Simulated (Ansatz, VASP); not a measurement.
# Cross-check of Ti4Cl (Cl/Ti(0001)) between VASP and Ansatz, part 2 of 2

One calculation is typed for both programs; each brings its own data sets. How far apart do they land? Of the first pair: The cell is taken from a series of runs on this material, whose earlier steps may have relaxed, scaled, displaced or heated it; both programs get it as it stands.

VASP 6.6.1 and Ansatz 0.2.0.

So far. Step 4 (Differences): The forces differ by 10.0 meV/Å r.m.s., which is 5.0 % of the r.m.s. force of 0.201 eV/Å (both taken over all components). With vacuum in the cell, a pressure given here is an average over mostly empty space and none of the material.

## 5. Ansatz: relaxation, PBE

Level of this step: Ansatz beside VASP: Kohn-Sham DFT, plane waves, PBE (Ansatz).

The two programs are compared at the cell with which this relaxation starts, whose forces are those of its first step.

The structure compared here is the start of the Ansatz relaxation; VASP solves that cell, so the two are compared at the walk's first step.

File input.yaml:

```yaml
crystal:
  lattice:
    - [2.95, 0.0, 0.0]
    - [1.475, 2.5547749412, 0.0]
    - [0.0, 0.0, 27.1872628553]
  atoms:
    - { symbol: Ti, position: [0.6666666667, 0.6666666667, 0.3310373703] }
    - { symbol: Ti, position: [0.0, 0.0, 0.417191685] }
    - { symbol: Ti, position: [0.6666666667, 0.6666666667, 0.5033459997] }
    - { symbol: Ti, position: [0.0, 0.0, 0.5895003144] }
    - { symbol: Cl, position: [0.6666666667, 0.6666666667, 0.6689626297] }
kpoints:
  mp_grid: { grid: [12, 12, 1] }
hamiltonian:
  xc: pbe
  pseudopotentials: { kind: paw, azcp: { folder: soft_1 } }
scf:
  occupations: { method: fermi_dirac, width: 0.1 }
efield:
  axis: 3
  dipole_correction: true
  ramp_width: 0.05
relax:
  f_tol: 0.02
  max_steps: 60
  constraints: [{ sites: [0, 1] }]
output:
  write_potential: true
  write_density: true
  volumetric_format: npy
```

On the command line:

```
$ ansatz run input.yaml --threads 4 --pin off --max-ram 8192MiB --backend cpu --events-out ev --progress --plain --runs-dir out
```

Numbers of over 12 decimals in the logs are rounded to 6 here.

What it wrote:

```text
[...]
Crystal: 5 atoms, lattice volume = 204.899 Å³
Basis set: ecut = 420 eV, 3943 PW (Γ), exchange–correlation on 40×40×384 points (8 copies of the dense FFT grid, shifted against one another)
Bands: 33, of which v1, the nominal top of the filled ones, is band 28 counted from 1 (27 counted from 0)
Symmetry: 6 space group operations
[...]
atoms:
    - { symbol: Ti, position: [0.666667, 0.666667, 0.331037] }
    - { symbol: Ti, position: [-2.22044604937956e-17, -2.22044604937956e-17, 0.417192] }
    - { symbol: Ti, position: [0.666667, 0.666667, 0.504236] }
    - { symbol: Ti, position: [-2.2204460493795607e-17, -2.220446049379559e-17, 0.588501] }
    - { symbol: Cl, position: [0.666667, 0.666667, 0.651876] }
[key lines of the parts left out:]
SCF converged after 6 iterations
Free energy (F): -11079.167755 eV
Fermi energy:    2.746592 eV
Dipole field:    D = 0.002793 V/Å  (p = 0.003163 e·Å, saw-weighted, corrected)
Work function:   Φ+ = 4.3254 eV   Φ− = 4.4014 eV
```

## 6. VASP: single point, PBE, start cell, pair 2

The same cell, functional, mesh and smearing now go to VASP, with its own data sets.

File INCAR:

```
SYSTEM = Ti4Cl
PREC = Accurate
ENCUT = 400
EDIFF = 1E-06
NELM = 120
ISMEAR = -1
SIGMA = 0.1
LREAL = .FALSE.
ALGO = Normal
GGA = PE
NBANDS = 34
LASPH = .TRUE.
LORBIT = 11
LWAVE = .FALSE.
LCHARG = .FALSE.
ISIF = 2
LDIPOL = .TRUE.
IDIPOL = 3
DIPOL = 0.5 0.5 0.502
LVHAR = .TRUE.
GGA_COMPAT = .FALSE.
NELMDL = -8
KPAR = 2
```

File POSCAR:

```
Ti4Cl
1.0
    2.9500000000      0.0000000000      0.0000000000
    1.4750000000      2.5547749412      0.0000000000
    0.0000000000      0.0000000000     27.1872628553
Ti Cl
4 1
Direct
    0.6666667242      0.6666665515      0.3310373703
    0.0000000575      0.9999998848      0.4171916850
    0.6666667242      0.6666665515      0.5033459997
    0.0000000575      0.9999998848      0.5895003144
    0.6666667242      0.6666665515      0.6689626351
```

File KPOINTS:

```
Automatic mesh
0
Gamma
12 12 1
0 0 0
```

PAW data sets: Ti_sv and Cl (PBE family, release 64).

On the command line:

```
$ mpirun -np 2 vasp_std
```

What it wrote:

```text
[... set-up lines as in an earlier step ...]
 entering main loop
       N       E                     dE             d eps       ncg     rms          rms(c)
DAV:   1     0.605255013108E+03    0.60526E+03   -0.26786E+04  1564   0.137E+03
DAV:   2     0.524527330891E+02   -0.55280E+03   -0.54491E+03  1412   0.462E+02
DAV:   3    -0.251912521276E+02   -0.77644E+02   -0.76221E+02  2164   0.149E+02
DAV:   4    -0.380785800545E+02   -0.12887E+02   -0.12778E+02  1960   0.521E+01
[...]
DAV:  31    -0.334191863858E+02   -0.35376E-05   -0.71656E-07   818   0.422E-03    0.167E-03
DAV:  32    -0.334191889382E+02   -0.25524E-05   -0.31411E-07   818   0.320E-03    0.151E-03
DAV:  33    -0.334191898420E+02   -0.90378E-06   -0.12907E-07   778   0.237E-03
   1 F= -.33419190E+02 E0= -.33305464E+02  d E =-.227451E+00
```

Parts of OUTCAR (step 6):

```text
  Total        1.4138816      1.4138816     -8.1862498      0.0000000      0.0000000     -0.0000000
  in kB       11.0556295     11.0556295    -64.0111199      0.0000000      0.0000000     -0.0000000
  external PRESSURE =     -13.9666203 kB  Pullay stress =       0.0000000 kB

 POSITION                                       TOTAL-FORCE (eV/Angst)
 -----------------------------------------------------------------------------------
      2.95000      1.70318      9.00000        -0.000000     -0.000000      0.527021
      1.47500      2.55477     11.34230        -0.000000      0.000000     -0.561550
      2.95000      1.70318     13.68460         0.000000      0.000000      0.403529
      1.47500      2.55477     16.02690        -0.000000      0.000000      2.326583
      2.95000      1.70318     18.18726        -0.000000     -0.000000     -2.695583
 -----------------------------------------------------------------------------------
    total drift:                                0.000001      0.002506      0.001858

  FREE ENERGIE OF THE ION-ELECTRON SYSTEM (eV)
  ---------------------------------------------------
  free  energy   TOTEN  =       -33.4191898420 eV

  energy  without entropy=      -33.1917388296  energy(sigma->0) =      -33.30546434

[... 2 parts as in an earlier step ...]

[... 1 further part left out ...]
[key lines of the parts left out:]
E-fermi :   0.4414
```

## 7. Differences

Forces (eV/Å; atoms numbered as in POSCAR):

| atom | Ansatz x, y, z | VASP x, y, z |
| --- | --- | --- |
| Ti1 | 0.000, 0.000, 0.520 | 0.000, 0.000, 0.527 |
| Ti2 | 0.000, 0.000, -0.562 | 0.000, 0.000, -0.562 |
| Ti3 | 0.000, 0.000, 0.408 | 0.000, 0.000, 0.404 |
| Ti4 | 0.000, 0.000, 2.323 | 0.000, 0.000, 2.327 |
| Cl5 | 0.000, 0.000, -2.690 | 0.000, 0.000, -2.696 |

The forces differ by 2.8 meV/Å r.m.s., which is 0.3 % of the r.m.s. force of 0.946 eV/Å (both taken over all components). With vacuum in the cell, a pressure given here is an average over mostly empty space and none of the material.

## 8. Ansatz: relaxation, PBE

This run makes the geometry at which the two programs are then compared.

The structure compared here is the end of the Ansatz relaxation.

input.yaml is that of step 5.

On the command line:

```
$ ansatz run input.yaml --threads 4 --pin off --max-ram 8192MiB --backend cpu --events-out ev --progress --plain --runs-dir out
```

What it wrote:

```text
[...]
Crystal: 5 atoms, lattice volume = 204.899 Å³
Basis set: ecut = 420 eV, 3943 PW (Γ), exchange–correlation on 40×40×384 points (8 copies of the dense FFT grid, shifted against one another)
Bands: 33, of which v1, the nominal top of the filled ones, is band 28 counted from 1 (27 counted from 0)
Symmetry: 6 space group operations
[...]
F+E_penalty+E_count = -11079.16775501 eV   max|allowed force component| = 2.152e-3 eV/Å
  atoms:
    - { symbol: Ti, position: [0.666667, 0.666667, 0.331037] }
    - { symbol: Ti, position: [-2.22044604937956e-17, -2.22044604937956e-17, 0.417192] }
    - { symbol: Ti, position: [0.666667, 0.666667, 0.504236] }
[...]
- { symbol: Cl, position: [0.666667, 0.666667, 0.651876] }
[key lines of the parts left out:]
SCF converged after 6 iterations
Free energy (F): -11079.167755 eV
Fermi energy:    2.746592 eV
Dipole field:    D = 0.002793 V/Å  (p = 0.003163 e·Å, saw-weighted, corrected)
Work function:   Φ+ = 4.3254 eV   Φ− = 4.4014 eV
```

## 9. VASP: single point, PBE, relaxed cell, pair 3

The same cell, functional, mesh and smearing now go to VASP, with its own data sets.

INCAR: that of step 6 with these lines changed.

```diff
@@ -18,3 +18,3 @@
 IDIPOL = 3
-DIPOL = 0.5 0.5 0.502
+DIPOL = 0.5 0.5 0.5
 LVHAR = .TRUE.
```

File POSCAR:

```
Ti4Cl
1.0
    2.9500000000      0.0000000000      0.0000000000
    1.4750000000      2.5547749412      0.0000000000
    0.0000000000      0.0000000000     27.1872628553
Ti Cl
4 1
Direct
    0.6666666667      0.6666666667      0.3310373703
    0.0000000000      0.0000000000      0.4171916850
    0.6666666667      0.6666666667      0.5042362746
    0.0000000000      0.0000000000      0.5885005890
    0.6666666667      0.6666666667      0.6518756524
```

KPOINTS is that of step 6.

On the command line:

```
$ mpirun -np 2 vasp_std
```

What it wrote:

```text
[... set-up lines as in an earlier step ...]
 entering main loop
       N       E                     dE             d eps       ncg     rms          rms(c)
[... 34 cycles as in an earlier step ...]
   1 F= -.34144238E+02 E0= -.34033988E+02  d E =-.220498E+00
```

Parts of OUTCAR (step 9):

```text
[... 6 parts as in an earlier step ...]

[... 1 further part left out ...]
[key lines of the parts left out:]
E-fermi :   0.9321
```

## 10. Side by side

Both answers:

| quantity | Ansatz | VASP | difference |
| --- | --- | --- | --- |
| work function, lower of the two faces (eV) | 4.33 | 4.31 | +0.02 |
| work function, higher of the two faces (eV) | 4.40 | 4.40 | 0.00 |

Forces (eV/Å; atoms numbered as in POSCAR):

| atom | Ansatz x, y, z | VASP x, y, z |
| --- | --- | --- |
| Ti1 | 0.000, 0.000, 0.546 | 0.000, 0.000, 0.554 |
| Ti2 | 0.000, 0.000, -0.547 | 0.000, 0.000, -0.546 |
| Ti3 | 0.000, 0.000, 0.001 | 0.000, 0.000, -0.003 |
| Ti4 | 0.000, 0.000, -0.002 | 0.000, 0.000, -0.031 |
| Cl5 | 0.000, 0.000, 0.002 | 0.000, 0.000, 0.026 |

The forces differ by 10.0 meV/Å r.m.s., which is 5.0 % of the r.m.s. force of 0.201 eV/Å (both taken over all components). With vacuum in the cell, a pressure given here is an average over mostly empty space and none of the material.

## 11. Summary of results

| Quantity | Value |
| --- | --- |
| r.m.s. force difference (single point, PBE, pair 1) | 5.0 % of the r.m.s. force |
| r.m.s. force difference (single point, PBE, start cell, pair 2) | 0.29 % of the r.m.s. force |
| r.m.s. force difference (single point, PBE, relaxed cell, pair 3) | 5.0 % of the r.m.s. force |

In words: The r.m.s. force difference is 5.0 % of the r.m.s. force (single point, PBE, relaxed cell, pair 3), beyond the 3 % picked in this series as the mark of a large difference. How closely two codes agree says nothing of how well the functional describes the real material.

[Lines on the potential files, build, host, timing and source positions are cut from VASP's logs without a mark.]

[Logs are printed without paths, hosts, clocks, repeated set-up lines and the standing remarks that a program may print on its own settings, such as how far it seeks lower states.]

[Hosts, paths, dates, database ids (printed as entryN), source tags and the programs' standing remarks are cut or masked in the printed files.]
